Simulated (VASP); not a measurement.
# Mg3ZnC (Pm-3m) in VASP: a series of runs, part 2 of 3

VASP 6.6.1. The steps go on from the part before.

## Step 3: Core levels, PBE+D3(BJ)

Input file INCAR:

```
SYSTEM = Mg3ZnC
PREC = Accurate
ENCUT = 520
EDIFF = 1E-6
ISMEAR = -1
SIGMA = 0.05
LREAL = .FALSE.
LASPH = .TRUE.
NELM = 80
ALGO = Normal
ISIF = 2
LWAVE = .FALSE.
LCHARG = .FALSE.
GGA = PE
IVDW = 12
ICORELEVEL = 1
```

Input file KPOINTS:

```
regular mesh
0
G
  6 6 6
  0 0 0
```

Input file POSCAR:

```
Mg3ZnC
1.0
    4.4069310000      0.0000000000      0.0000000000
    0.0000000000      4.4069310000      0.0000000000
    0.0000000000      0.0000000000      4.4069310000
Zn Mg C
1 3 1
Cartesian
    0.0000000000      0.0000000000      0.0000000000
    2.2034655000      0.0000000000      2.2034655000
    2.2034655000      2.2034655000      0.0000000000
    0.0000000000      2.2034655000      2.2034655000
    2.2034655000      2.2034655000      2.2034655000
```

Potentials or basis: VASP PAW PBE potentials, release 64 (Zn, Mg, C).

Launch:

```bash
$ cat potpaw_PBE.64/Zn/POTCAR potpaw_PBE.64/Mg/POTCAR potpaw_PBE.64/C/POTCAR > POTCAR
$ mpirun -np 1 vasp_std > vasp.out
```

OUTCAR:

```text
SYSTEM = Mg3ZnC
   PREC = Accurate
   ENCUT = 520
   EDIFF = 1E-6
   ISMEAR = -1
   LREAL = .FALSE.
   LASPH = .TRUE.
   NELM = 80
   ISIF = 2
   GGA = PE
   IVDW = 12
 IVDW          = 12

 ion  position               nearest neighbor table
   1  0.000  0.000  0.000-   2 3.12   3 3.12   4 3.12   2 3.12   4 3.12   3 3.12   4 3.12   4 3.12
                             2 3.12   3 3.12   2 3.12   3 3.12
   2  0.500  0.000  0.500-   5 2.20   5 2.20   4 3.12   1 3.12   1 3.12   3 3.12   3 3.12   4 3.12
                             3 3.12   3 3.12   1 3.12   4 3.12   1 3.12   4 3.12
   3  0.500  0.500  0.000-   5 2.20   5 2.20   4 3.12   1 3.12   2 3.12   4 3.12   2 3.12   1 3.12
                             2 3.12   2 3.12   1 3.12   4 3.12   4 3.12   1 3.12
   4  0.000  0.500  0.500-   5 2.20   5 2.20   3 3.12   1 3.12   1 3.12   3 3.12   1 3.12   2 3.12
                             1 3.12   2 3.12   3 3.12   2 3.12   3 3.12   2 3.12
   5  0.500  0.500  0.500-   2 2.20   3 2.20   4 2.20   3 2.20   2 2.20   4 2.20

  LATTYP: Found a simple cubic cell.
 ALAT       =     4.4069310000

  Lattice vectors:

 A1 = (   4.4069310000,   0.0000000000,   0.0000000000)
 A2 = (   0.0000000000,   4.4069310000,   0.0000000000)
 A3 = (   0.0000000000,   0.0000000000,   4.4069310000)

Analysis of symmetry for initial positions (statically):
=====================================================================
 Subroutine PRICEL returns:
 Original cell was already a primitive cell.

 Routine SETGRP: Setting up the symmetry group for a
 simple cubic supercell.

 Subroutine GETGRP returns: Found 48 space group operations
 (whereof 48 operations were pure point group operations)
 out of a pool of 48 trial point group operations.

The static configuration has the point symmetry O_h .

Analysis of symmetry for dynamics (positions and initial velocities):
=====================================================================
 Subroutine PRICEL returns:
 Original cell was already a primitive cell.

 Routine SETGRP: Setting up the symmetry group for a
 simple cubic supercell.

 Subroutine GETGRP returns: Found 48 space group operations
 (whereof 48 operations were pure point group operations)
 out of a pool of 48 trial point group operations.

The dynamic configuration has the point symmetry O_h .

 Subroutine INISYM returns: Found 48 space group operations
 (whereof 48 operations are pure point group operations),
 and found     1 'primitive' translations

----------------------------------------------------------------------------------------

                                     Primitive cell

  volume of cell :      85.5872

  direct lattice vectors                    reciprocal lattice vectors
     4.406931000  0.000000000  0.000000000     0.226915284  0.000000000  0.000000000
     0.000000000  4.406931000  0.000000000     0.000000000  0.226915284  0.000000000
     0.000000000  0.000000000  4.406931000     0.000000000  0.000000000  0.226915284

  length of vectors
     4.406931000  4.406931000  4.406931000     0.226915284  0.226915284  0.226915284

  position of ions in fractional coordinates (direct lattice)
     0.000000000  0.000000000  0.000000000
     0.500000000  0.000000000  0.500000000
     0.500000000  0.500000000  0.000000000
     0.000000000  0.500000000  0.500000000
     0.500000000  0.500000000  0.500000000

  ion indices of the primitive-cell ions
   primitive index   ion index
                 1           1
                 2           2
                 3           3
[... 65 lines left out ...]
   LSORBIT =      F    spin-orbit coupling
   LASPH  =      T    aspherical Exc in radial PAW
   ENCUT  =  520.0 eV  38.22 Ry    6.18 a.u.   8.19  8.19  8.19*2*pi/ulx,y,z
   NELM   =     80;   NELMIN=  2; NELMDL= -5     # of ELM steps
   EDIFF  = 0.1E-05   stopping-criterion for ELM
   LREAL  =      F    real-space projection
   EDIFFG = 0.1E-04   stopping-criterion for IOM
   NSW    =      0    number of steps for IOM
   IBRION =     -1    ionic relax: 0-MD 1-quasi-New 2-CG
   NFREE  =      0    steps in history (QN), initial steepest desc. (CG)
   ISIF   =      2    stress and relaxation
   ISYM   =      2    0-nonsym 1-usesym 2-fastsym
   POTIM  = 0.5000    time-step for ionic-motion
   TEBEG  =    0.0;   TEEND  =   0.0 temperature during run
   PSTRESS=    0.0 pullay stress
   NELECT =      22.0000    total number of electrons
   NUPDOWN=      -1.0000    fix difference up-down
   EMIN   =  10.00;   EMAX   =-10.00  energy-range for DOS
   EFERMI =   0.00;   METHOD = LEGACY
   ISMEAR =    -1;   SIGMA  =   0.05  broadening in eV -4-tet -1-fermi 0-gaus
   EFERMI_NEDOS =   21; number of points for ismear=-14 and -15
   IALGO  =     38    algorithm
   IMIX   =      4    mixing-type and parameters
     AMIX     =   0.40;   BMIX     =  1.00
     AMIX_MAG =   1.60;   BMIX_MAG =  1.00
  volume/ion in A,a.u.               =      17.12       115.51
  Fermi-wavevector in a.u.,A,eV,Ry     =   1.040909  1.967033 14.741800  1.083492
  Thomas-Fermi vector in A             =   2.175506
   LORBIT       =      0    0 simple, 1 ext, 2 COOP (PROOUT), +10 PAW based schemes
   GGA     = PE    functional components
   LHFCALC =     F    Hartree Fock is set to
   AEXX    =    0.0000 exact exchange contribution
   IVDW    =    12    specifies the selected vdW correction
   LEPSILON=     F    determine dielectric tensor
   LRPA    =     F    only Hartree local field effects (RPA)
 non-spin polarized calculation
  energy-cutoff  :      520.00
  volume of cell :       85.59
 maximum number of plane-waves:      2325
 NGX is ok and might be reduce to    36
   NGX = 17   NGY = 17   NGZ = 17

 number of electron      21.9999993 magnetization

 Free energy of the ion-electron system (eV)
  ---------------------------------------------------
  ext. energy  EPLUGINS =         0.00000000
  ---------------------------------------------------
  free energy    TOTEN  =       -14.01395339 eV

  energy without entropy =      -14.00265360  energy(sigma->0) =      -14.00830349

 the core state eigenenergies are
   1-  1s  -9518.8545  2s  -1152.3727  2p   -998.0332  3s   -123.1947  3p    -77.3464

   2-  1s  -1252.0008  2s    -72.4402  2p    -39.1925
   3-  1s  -1252.0008  2s    -72.4402  2p    -39.1925
   4-  1s  -1252.0008  2s    -72.4402  2p    -39.1925
   5-  1s   -261.9782

 E-fermi :   3.0331     XC(G=0):  -9.4724

 val. band max:        2.9517421960   @ k =   0.5000   0.1667   0.1667
 cond. band min:       3.1248590163   @ k =   0.5000   0.3333   0.1667
 fundamental gap:      0.1731168203
 Fermi energy:         3.0331021064

 k-point     1 :       0.0000    0.0000    0.0000
  band No.  band energies     occupation
      1      -7.6600      2.00000
      2      -4.1300      2.00000
      3      -4.1300      2.00000
      4      -4.0764      2.00000
      5      -4.0764      2.00000
      6      -4.0764      2.00000
      7      -2.1781      2.00000
      8       0.3813      2.00000
      9       0.3813      2.00000
     10       0.3813      2.00000
     11       4.6689      0.00000
     12       4.6689      0.00000
     13       5.7204      0.00000
     14       5.7204      0.00000
[... 255 lines left out ...]
  band No.  band energies     occupation
      1      -6.8817      2.00000
      2      -4.1107      2.00000
      3      -4.1107      2.00000
      4      -4.0992      2.00000
      5      -4.0890      2.00000
      6      -4.0398      2.00000
      7      -1.2736      2.00000
      8      -1.2736      2.00000
      9      -1.1426      2.00000
     10       0.6322      2.00000
     11       3.2133      0.05300
     12       3.2133      0.05300
     13       4.0884      0.00000

------------------------ aborting loop because EDIFF is reached ----------------------------------------

 Edisp (eV)   -1.43149

 E8    (eV) :    -0.6019

  FORCE on cell =-STRESS in cart. coord.  units (eV):
  Direction    XX          YY          ZZ          XY          YZ          ZX
  --------------------------------------------------------------------------------------
  -------------------------------------------------------------------------------------
  Total      -1.61105    -1.61105    -1.61105    -0.00000    -0.00000     0.00000
  in kB     -30.15850   -30.15850   -30.15850    -0.00000    -0.00000     0.00000
  external pressure =      -30.16 kB  Pullay stress =        0.00 kB

 VOLUME and BASIS-vectors are now :
 -----------------------------------------------------------------------------
  energy-cutoff  :      520.00
  volume of cell :       85.59
      direct lattice vectors                 reciprocal lattice vectors
     4.406931000  0.000000000  0.000000000     0.226915284  0.000000000  0.000000000
     0.000000000  4.406931000  0.000000000     0.000000000  0.226915284  0.000000000
     0.000000000  0.000000000  4.406931000     0.000000000  0.000000000  0.226915284

 POSITION                                       TOTAL-FORCE (eV/Angst)
 -----------------------------------------------------------------------------------
      0.00000      0.00000      0.00000         0.000000      0.000000      0.000000
      2.20347      0.00000      2.20347         0.000000      0.000000      0.000000
      2.20347      2.20347      0.00000         0.000000      0.000000      0.000000
      0.00000      2.20347      2.20347         0.000000      0.000000      0.000000
      2.20347      2.20347      2.20347         0.000000      0.000000      0.000000
 -----------------------------------------------------------------------------------
    total drift:                                0.000000      0.000000      0.000000

  FREE ENERGIE OF THE ION-ELECTRON SYSTEM (eV)
  ---------------------------------------------------
  free  energy   TOTEN  =       -15.4454410675 eV

  energy  without entropy=      -15.4341412835  energy(sigma->0) =      -15.43979118
```

OSZICAR:

```text
N       E                     dE             d eps       ncg     rms          rms(c)
DAV:   1     0.812186523469E+02    0.81219E+02   -0.98441E+03   600   0.142E+03
DAV:   2    -0.978406396385E+01   -0.91003E+02   -0.88934E+02   677   0.248E+02
DAV:   3    -0.184134053324E+02   -0.86293E+01   -0.85211E+01   720   0.667E+01
DAV:   4    -0.185642724086E+02   -0.15087E+00   -0.15068E+00   712   0.105E+01
DAV:   5    -0.185657593620E+02   -0.14870E-02   -0.14869E-02   747   0.101E+00    0.979E+00
DAV:   6    -0.141241256455E+02    0.44416E+01   -0.28835E+01   963   0.787E+01    0.414E+00
DAV:   7    -0.140552783492E+02    0.68847E-01   -0.38174E+00   622   0.155E+01    0.218E+00
DAV:   8    -0.140325983646E+02    0.22680E-01   -0.42525E-01   642   0.389E+00    0.931E-01
DAV:   9    -0.140146246185E+02    0.17974E-01   -0.62847E-02   635   0.170E+00    0.278E-01
DAV:  10    -0.140141047256E+02    0.51989E-03   -0.39468E-03   677   0.446E-01    0.179E-01
DAV:  11    -0.140142833689E+02   -0.17864E-03   -0.29187E-03   775   0.310E-01    0.938E-02
DAV:  12    -0.140139511185E+02    0.33225E-03   -0.13068E-03   763   0.211E-01    0.201E-02
DAV:  13    -0.140139598782E+02   -0.87597E-05   -0.84315E-05   649   0.552E-02    0.154E-02
DAV:  14    -0.140139691658E+02   -0.92876E-05   -0.22388E-05   663   0.230E-02    0.248E-02
DAV:  15    -0.140139568703E+02    0.12296E-04   -0.19458E-05   742   0.209E-02    0.147E-02
DAV:  16    -0.140139540932E+02    0.27772E-05   -0.54095E-06   656   0.111E-02    0.932E-03
DAV:  17    -0.140139533853E+02    0.70791E-06   -0.50682E-07   370   0.354E-03
   1 F= -.15445441E+02 E0= -.15439791E+02  d E =-.112998E-01
```

stdout:

```text
POSCAR found type information on POSCAR ZnMgC
 POSCAR found :  3 types and       5 ions
 scaLAPACK will be used
 LDA part: xc-table for (Slater+PW92), standard interpolation
 POSCAR, INCAR and KPOINTS ok, starting setup
 FFT: planning ... GRIDC
 FFT: planning ... GRID_SOFT
 FFT: planning ... GRID
 WAVECAR not read
 entering main loop
```

Run time: 41 s. Hardware: 1 thread of AMD EPYC 7R13 (Zen 3), shared host; peak memory 0.2 GiB.

What came out:

```yaml
Free_energy: -15.4454 eV
Pressure: -3.0 GPa
Band_gap_on_the_k_mesh: none (metal or under the smearing width)
Dispersion_energy_per_atom: -0.286 eV
```

Core levels (eV, on the scale of the bands):
| atom | levels |
| --- | --- |
| 1 Zn | 1s -9518.9, 2s -1152.4, 2p -998.0, 3s -123.2, 3p -77.3 |
| 2 Mg | 1s -1252.0, 2s -72.4, 2p -39.2 |
| 3 Mg | 1s -1252.0, 2s -72.4, 2p -39.2 |
| 4 Mg | 1s -1252.0, 2s -72.4, 2p -39.2 |
| 5 C | 1s -262.0 |

Caveat: pairwise dispersion overbinds metals, which lowers pressure and volume.

(Part 2 of 3 ends here.)
